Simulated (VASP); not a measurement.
A run of VASP 6.6.1 is set up as follows.

The input INCAR:

```
ALGO = Fast
EDIFF = 1E-7
EDIFFG = -0.005
ENCUT = 600
GGA = PS
IBRION = 2
ISIF = 3
ISMEAR = 0
LASPH = T
LCHARG = F
LREAL = F
LWAVE = F
NELM = 100
NSW = 90
PREC = Accurate
SIGMA = 0.1
```

KPOINTS

```
k-points
0
Gamma
  14 14 14
```

File POSCAR:

```
Si2Ni
1.0
    0.0000000000      2.6931550400      2.6931550400
    2.6931550400      0.0000000000      2.6931550400
    2.6931550400      2.6931550400      0.0000000000
Si Ni
2 1
Direct
    0.2500000000      0.2500000000      0.2500000000
    0.7500000000      0.7500000000      0.7500000000
    0.0000000000      0.0000000000      0.0000000000
```

Potentials or basis: VASP PAW PBE potentials, release 64 (Si, Ni).

The run is started by

```bash
$ cat potpaw_PBE.64/Si/POTCAR potpaw_PBE.64/Ni/POTCAR > POTCAR
$ mpirun -np 1 vasp_std > vasp.out
```

(1) Predict the relaxed volume.

(2) Estimate the space group after relaxing (to 0.05 Å).

## Answers

(1) 13.07 Å³/atom.

(2) Fm-3m (No. 225).

Caveat: the PAW data sets were made with another functional, which shifts forces and pressure a little.
